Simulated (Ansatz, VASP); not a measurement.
# Cross-check of Ni (Ni(110)) between VASP and Ansatz

One calculation is typed for both programs; each brings its own data sets. How far apart do they land? The cell is taken from a series of runs on this material, whose earlier steps may have relaxed, scaled, displaced or heated it; both programs get it as it stands.

Program: Ansatz 0.2.0. Level of theory: plane waves, with VASP 6.6.1 beside it; single point at PBE. Results are calculated unless marked as measured.

## 1. The starting structure

The cell holds 3 atoms: 3 Ni. Its edges and angles: a = 3.520 Å, b = 2.489 Å, c = 20.489 Å, α = 90.0°, β = 90.0°, γ = 90.0°. Vacuum lies along c.

## 2. Ansatz: single point, PBE, pair 1

Ansatz runs on its default PAW (the set named soft_2) files.

A single point gives forces, pressure and levels at one fixed geometry, so differences don't come from the geometry; what else differs is listed under the comparison.

The input, input.yaml:

```yaml
crystal:
  lattice:
    - [3.52, 0.0, 0.0]
    - [0.0, 2.4890158698, 0.0]
    - [0.0, 0.0, 20.4890158698]
  atoms:
    - { symbol: Ni, position: [0.0, 0.0, 0.4392597506], spin: 0.7 }
    - { symbol: Ni, position: [0.5, 0.5, 0.5], spin: 0.7 }
    - { symbol: Ni, position: [0.0, 0.0, 0.5607402494], spin: 0.7 }
magnetization:
  spin_polarized: true
kpoints:
  mp_grid: { grid: [12, 16, 1] }
hamiltonian:
  xc: pbe
scf:
  occupations: { method: fermi_dirac, width: 0.1 }
  convergence: { dr2_threshold: 1.0e-09 }
efield:
  axis: 3
  dipole_correction: true
  ramp_position: 0.97
  ramp_width: 0.06
output:
  write_potential: true
  write_density: true
  volumetric_format: npy
```

On the command line:

```sh
$ ansatz run input.yaml --threads 4 --pin off --max-ram 6144MiB --backend cpu --events-out ev --progress --plain --runs-dir out
```

Numbers of over 12 decimals in the logs are rounded to 6 here.

The log of the run:

```text
Engine: ansatz 0.2.0, aarch64-unknown-linux-gnu
Pseudopotentials: kind: paw
Pseudopotential: Ni, paw, valence charge 18, recommended cutoff 420 eV (normal), Ni.paw.azcp
Functional definition: PBE
  parameter kappa = 0.804
  parameter beta = 0.066725
  exchange = pbe_x(kappa = kappa, mu = beta*pi^2/3)
  correlation = pbe_c(beta = beta)
Crystal: 3 atoms, lattice volume = 179.511 Å³
Basis set: ecut = 420 eV, 3507 PW (Γ)
Bands: 34, of which v1, the nominal top of the filled ones, is band 27 counted from 1 (26 counted from 0)
Symmetry: 4 space group operations
k-points: 63 of 192
Non-local potential: Ni, projectors of the file, l = 0: 3, l = 1: 2, l = 2: 3, l = 3: 1
PAW form: soft (Blöchl's): semilocal exchange-correlation on the pseudo side does not see the compensation charge
PAW one-centre angular grid: Ni, 590 points (default); XC on 64 Gauss nodes
Initial density: superposition of atomic densities (neutral atoms: chi_scale 0, normalization atom)
Starting moments: Σ|m| = 2.1 μB on 3 of 3 sites
Initial wavefunctions: pseudopotential atomic-orbital guess
Functional: x = pbe(κ = 0.804, μ = 0.219515), c = pbe(β = 0.066725)
SCF iter   1: F=—  HF=-17513.842067 eV  |F-HF|=—  |Δ(HF+E_count)|=         —  Δρ=2.81e-2 (↑2.81e-2 ↓2.19e-2)  dr2=3.23e0  dr2_m=8.32e-1  M=2.760 μB ∫|m|=2.869 μB  β_m=0.95  ethr=3.10e-3  p=0.000 e·Å  D=3.41e-14 V/Å  ΔV_dip=-0.00 eV  dr2_dipole=6.00e-9  V_vac-E_F(+/−)=6.77/6.77 eV  ⟨swp⟩=11.3  Hψ=23887  notcnv=0
Mixer restart at iter 1: flushing history
efield: sawtooth ramp at fractional position 0.9700 (set: `efield.ramp_position`, or a place that a band, a saddle search or an elastic batch's reference lends), width 0.0600; the density the first Hamiltonian is built on has a dipole p = 0.000 e·Å; the dipole correction subtracts the counter field D = 3.41e-14 V/Å, which shifts the + side's vacuum level by -0.00 eV against the − side's; the planar-averaged density in the ramp window peaks in size at 1.3e-5 e/Å³
preconditioner: auto → LDOS  [metal: Δε(μ)=0.003 eV  Ē_g=6.217 eV  σ=0.100 eV  W_gap=0.01  n_scr=32 (ndim 8)  ℏωp=15.2 eV  f_vac=0.708  D(μ)=6.92/eV (n_scr^D=52)]
spin=Collinear: LDOS preconditioning applied to the charge; magnetization (m = ρ↑ − ρ↓) channel mixes plain (no charge-response kernel on spin).
SCF iter   2: F=—  HF=-17514.359433 eV  |F-HF|=—  |Δ(HF+E_count)|=   5.17e-1  Δρ=9.43e-3 (↑9.43e-3 ↓9.24e-3)  dr2=1.02e0  dr2_m=2.46e-3  M=2.668 μB ∫|m|=2.872 μB  β_m=0.35  ethr=3.10e-3  p=-0.000 e·Å  D=-8.09e-7 V/Å  ΔV_dip=0.00 eV  dr2_dipole=3.13e-10  V_vac-E_F(+/−)=5.95/5.95 eV  ⟨swp⟩=3.2  Hψ=7852  notcnv=0  defer=46
density mixer auto → msr1: a metal under ldos (density of states about μ 3.28 of a free-electron gas's, 32 screened modes)
SCF iter   3: F=—  HF=-17515.588378 eV  |F-HF|=—  |Δ(HF+E_count)|=    1.23e0  Δρ=9.52e-3 (↑4.80e-3 ↓9.52e-3)  dr2=1.53e-1  dr2_m=6.56e-2  M=2.571 μB ∫|m|=2.829 μB  β_m=0.55  ethr=1.88e-3  p=-0.000 e·Å  D=-1.29e-5 V/Å  ΔV_dip=0.00 eV  dr2_dipole=5.03e-9  V_vac-E_F(+/−)=5.26/5.26 eV  ⟨swp⟩=4.0  Hψ=7309  notcnv=0  defer=47
SCF iter   4: F=—  HF=-17516.475083 eV  |F-HF|=—  |Δ(HF+E_count)|=   8.87e-1  Δρ=1.10e-2 (↑2.86e-3 ↓1.10e-2)  dr2=1.99e-1  dr2_m=3.64e-2  M=2.363 μB ∫|m|=2.632 μB  β_m=0.61  ethr=2.84e-4  p=-0.000 e·Å  D=-2.42e-5 V/Å  ΔV_dip=0.00 eV  dr2_dipole=1.64e-8  V_vac-E_F(+/−)=4.91/4.91 eV  ⟨swp⟩=3.2  Hψ=8100  notcnv=0  defer=47
SCF iter   5: F=—  HF=-17516.676962 eV  |F-HF|=—  |Δ(HF+E_count)|=   2.02e-1  Δρ=2.46e-3 (↑7.40e-4 ↓2.46e-3)  dr2=1.57e-2  dr2_m=2.10e-3  M=2.312 μB ∫|m|=2.579 μB  β_m=0.81  ethr=2.84e-4  p=-0.000 e·Å  D=-5.18e-6 V/Å  ΔV_dip=0.00 eV  dr2_dipole=9.91e-11  V_vac-E_F(+/−)=4.72/4.72 eV  ⟨swp⟩=2.7  Hψ=7755  notcnv=0  defer=50
SCF iter   6: F=—  HF=-17516.707080 eV  |F-HF|=—  |Δ(HF+E_count)|=   3.01e-2  Δρ=2.53e-3 (↑1.22e-3 ↓2.53e-3)  dr2=1.36e-2  dr2_m=1.26e-3  M=2.278 μB ∫|m|=2.545 μB  β_m=0.76  ethr=2.91e-5  p=-0.000 e·Å  D=-3.87e-6 V/Å  ΔV_dip=0.00 eV  dr2_dipole=1.36e-9  V_vac-E_F(+/−)=4.60/4.60 eV  ⟨swp⟩=2.2  Hψ=7331  notcnv=0  defer=55
SCF iter   7: F=—  HF=-17516.705715 eV  |F-HF|=—  |Δ(HF+E_count)|=   1.37e-3  Δρ=2.70e-4 (↑2.21e-4 ↓2.70e-4)  dr2=3.86e-5  dr2_m=9.19e-5  M=2.277 μB ∫|m|=2.544 μB  β_m=0.88  ethr=2.52e-5  p=0.000 e·Å  D=5.22e-6 V/Å  ΔV_dip=-0.00 eV  dr2_dipole=1.47e-10  V_vac-E_F(+/−)=4.54/4.54 eV  ⟨swp⟩=2.0  Hψ=6810  notcnv=0  defer=55
SCF iter   8: F=—  HF=-17516.705806 eV  |F-HF|=—  |Δ(HF+E_count)|=   9.10e-5  Δρ=1.37e-4 (↑3.63e-5 ↓1.37e-4)  dr2=2.42e-5  dr2_m=6.75e-6  M=2.279 μB ∫|m|=2.545 μB  β_m=0.84  ethr=7.15e-8  p=-0.000 e·Å  D=-6.64e-6 V/Å  ΔV_dip=0.00 eV  dr2_dipole=3.45e-11  V_vac-E_F(+/−)=4.54/4.54 eV  ⟨swp⟩=3.2  Hψ=10097  notcnv=0  defer=58
[...]
SCF iter  12: F=—  HF=-17516.705801 eV  |F-HF|=—  |Δ(HF+E_count)|=   1.09e-7  Δρ=2.47e-6 (↑1.94e-6 ↓2.47e-6)  dr2=1.94e-8  dr2_m=4.18e-9  M=2.279 μB ∫|m|=2.545 μB  β_m=0.67  ethr=9.19e-10  p=-0.000 e·Å  D=-1.89e-6 V/Å  ΔV_dip=0.00 eV  dr2_dipole=1.38e-9  V_vac-E_F(+/−)=4.53/4.53 eV  ⟨swp⟩=2.0  Hψ=6162  notcnv=0  defer=58
[...]
SCF iter  15: F=—  HF=-17516.705801 eV  |F-HF|=—  |Δ(HF+E_count)|=  1.31e-10  Δρ=1.23e-6 (↑8.16e-7 ↓1.23e-6)  dr2=4.24e-9  dr2_m=1.67e-10  M=2.279 μB ∫|m|=2.545 μB  β_m=0.66  ethr=6.28e-12  p=-0.000 e·Å  D=-8.95e-7 V/Å  ΔV_dip=0.00 eV  dr2_dipole=1.30e-10  V_vac-E_F(+/−)=4.53/4.53 eV  ⟨swp⟩=2.1  Hψ=7462  notcnv=0  defer=58
SCF iter  16: F=—  HF=-17516.705801 eV  |F-HF|=—  |Δ(HF+E_count)|=  8.33e-10  Δρ=5.12e-7 (↑3.60e-7 ↓5.12e-7)  dr2=7.85e-10  dr2_m=3.83e-11  M=2.279 μB ∫|m|=2.545 μB  β_m=0.83  ethr=6.28e-12  p=-0.000 e·Å  D=-5.48e-7 V/Å  ΔV_dip=0.00 eV  dr2_dipole=4.07e-11  V_vac-E_F(+/−)=4.53/4.53 eV  ⟨swp⟩=2.4  Hψ=5873  notcnv=0  defer=58
iter 17 met the thresholds in force, and the SCF goes on: an eigenvalue changes by 0.10 meV, over its tolerance of 0.05 meV (output.eigenvalues, Limitations)
SCF iter  17: F=-17516.705801 eV  HF=-17516.705801 eV  |F-HF|=9.46e-11  |Δ(HF+E_count)|=  1.46e-11  Δρ=3.19e-7 (↑9.18e-8 ↓3.19e-7)  dr2=2.40e-10  dr2_m=2.58e-11  M=2.279 μB ∫|m|=2.545 μB  β_m=0.82  ethr=1.45e-12  p=-0.000 e·Å  D=-7.55e-8 V/Å  ΔV_dip=0.00 eV  dr2_dipole=9.88e-12  V_vac-E_F(+/−)=4.53/4.53 eV  ⟨swp⟩=6.0  Hψ=15483  notcnv=0
iter 18 met the thresholds in force, and the SCF goes on: an eigenvalue changes by 0.06 meV, over its tolerance of 0.05 meV (output.eigenvalues, Limitations)
SCF iter  18: F=-17516.705801 eV  HF=-17516.705801 eV  |F-HF|=1.09e-10  |Δ(HF+E_count)|=  8.73e-11  Δρ=1.64e-7 (↑2.90e-8 ↓1.64e-7)  dr2=9.95e-11  dr2_m=1.00e-11  M=2.279 μB ∫|m|=2.545 μB  β_m=1.00  ethr=1.00e-12  p=-0.000 e·Å  D=-4.54e-8 V/Å  ΔV_dip=0.00 eV  dr2_dipole=1.19e-11  V_vac-E_F(+/−)=4.53/4.53 eV  ⟨swp⟩=1.2  Hψ=9323  notcnv=0
Mixer restart at iter 18: flushing history
SCF iter  19: F=-17516.705801 eV  HF=-17516.705801 eV  |F-HF|=7.49e-10  |Δ(HF+E_count)|=  6.91e-11  Δρ=1.72e-7 (↑1.42e-7 ↓1.72e-7)  dr2=6.10e-10  dr2_m=4.50e-12  M=2.279 μB ∫|m|=2.545 μB  β_m=1.00  ethr=1.00e-12  p=0.000 e·Å  D=1.43e-6 V/Å  ΔV_dip=-0.00 eV  dr2_dipole=1.54e-10  V_vac-E_F(+/−)=4.53/4.53 eV  ⟨swp⟩=2.4  Hψ=5997  notcnv=0  κ⁻¹=1.0e0(r=1)
SCF iter  20: F=-17516.705801 eV  HF=-17516.705801 eV  |F-HF|=1.52e-9  |Δ(HF+E_count)|=  5.82e-11  Δρ=6.20e-7 (↑1.11e-7 ↓6.20e-7)  dr2=1.42e-9  dr2_m=1.19e-10  M=2.279 μB ∫|m|=2.545 μB  β_m=1.00  ethr=1.00e-12  p=-0.000 e·Å  D=-4.31e-7 V/Å  ΔV_dip=0.00 eV  dr2_dipole=1.65e-10  V_vac-E_F(+/−)=4.53/4.53 eV  ⟨swp⟩=1.3  Hψ=4428  notcnv=0  κ⁻¹=1.7e-2(r=2)
SCF iter  21: F=-17516.705801 eV  HF=-17516.705801 eV  |F-HF|=9.82e-11  |Δ(HF+E_count)|=  7.28e-12  Δρ=4.65e-8 (↑1.11e-8 ↓4.65e-8)  dr2=6.18e-12  dr2_m=5.93e-13  M=2.279 μB ∫|m|=2.545 μB  ethr=1.00e-12  p=-0.000 e·Å  D=-1.99e-8 V/Å  ΔV_dip=0.00 eV  dr2_dipole=4.84e-13  V_vac-E_F(+/−)=4.53/4.53 eV  ⟨swp⟩=1.2  Hψ=9286  notcnv=0
SCF 1 converged in 21 iterations: F = -17516.705801 eV  dr2 = 6.18e-12
  greatest PAW one-centre occupation: 1.001 electrons in one spin orbital (limit 2), on the Ni atom at site 2 (counted from 0), in its partial waves of l = 1
WARN: The output density's exchange-correlation potential varies sharply where the density is thin. Do not read a vacuum level from v_tot or v_xc, or from such a field of the output density. On a cell that repeats whose density bears no net charge and no dipole along the vacuum's axis use v_es (v_loc + v_h of the components); under efield.dipole_correction with no amplitude use v_es + v_field, which holds any externa [...]
SCF converged after 21 iterations
an eigenvalue changed by more than its tolerance at an iteration that met the thresholds in force, so the SCF went on 2 times, its first undamped step at iteration 18: the last check found none over its tolerance
Magnetization: 2.2793 μB (28.1396 up, 25.8604 down)
Absolute magnetization: 2.5473 μB (∫|ρ↑−ρ↓|, with the PAW one-centre terms)
Spin contamination: 0.0321 ħ² per cell (⟨S²⟩ above its minimum at these occupations)
Per-site moments (μB) at R_I (Å): [(0.829184, 1.026719), (0.689914, 1.026719), (0.829185, 1.026719)]
Free energy (F): -17516.705801 eV
Harris-Foulkes:  -17516.705801 eV  (|F-HF|=9.82e-11)
Internal energy: -17516.501814 eV  (E = F + TS)
E sigma→0 (E₀):  -17516.603808 eV
Entropy (-TS):   -0.203987 eV (-67.996 meV/atom)
Fermi energy:    -0.338728 eV
Dipole field:    D = 0.000001 V/Å  (p = 0.000001 e·Å, saw-weighted, corrected)
Work function:   Φ+ = 4.5335 eV   Φ− = 4.5335 eV
Levels:          The Fermi level and band energies are counted from a zero that moves with the ramp; work functions are not
--- Per-component energies (eV) ---
  E_band       = -1833.086024
  E_kinetic    = 841.545949
  E_local      = -80481.379265  (includes V_loc(G=0)·N_el)
  E_nonlocal   = 1918.933273
  E_hartree    = 38900.696726
  E_xc         = -248.370857
  E_vxc        = -319.727969  (∫ρ·V_xc dr)
  E_paw        = -4899.083470  (= ΣΔE_a)
  E_vpaw       = -1593.853101  (= ΣTr[D̂ρ^β])
  E_aug_tail   = 0.001538  (compensation charges beyond the density's cutoff)
  E_efield     = 0.000000  (sawtooth field / dipole correction)
  E_vefield    = 0.000000  (∫n·V_field dr)
  E_ewald      = 26451.154290
  E_smearing   = -0.203987  (= −TS)
  E_closure    = -0.000000  (closes the sum)
  Σ components = -17516.705801   (vs F -17516.705801, Δ=0.00e0)
--- Band table (eV; the first three rows and the last of 126) ---
  k-point 0 ↑: bands = [... 23 lower, -1.5591, -1.4437, -1.4194, -1.3459, -1.0469, -0.9274, 0.8847, 3.5669, ... 3 higher]
  k-point 1 ↑: bands = [... 23 lower, -1.5444, -1.4270, -1.4181, -1.2181, -1.0640, -0.9869, 0.9934, 3.6597, ... 3 higher]
  k-point 2 ↑: bands = [... 23 lower, -1.6482, -1.3673, -1.3120, -1.1166, -1.0815, -1.0750, 1.3075, 3.9363, ... 3 higher]
  k-point 62 ↓: bands = [... 23 lower, -0.6160, -0.1764, -0.0088, 0.0191, 1.5042, 2.0713, 5.5240, 6.0887, ... 3 higher]
```

The column dr2 measures how far the density is from self-consistency, as an energy; F and HF (Harris–Foulkes) agree once it is small.

(Continued in part 2 of 3.)

[Lines on the potential files, build, host, timing and source positions are cut from VASP's logs without a mark.]

[Logs are printed without paths, hosts, clocks, repeated set-up lines and the standing remarks that a program may print on its own settings, such as how far it seeks lower states.]

[Hosts, paths, dates, database ids (printed as entryN), source tags and the programs' standing remarks are cut or masked in the printed files.]
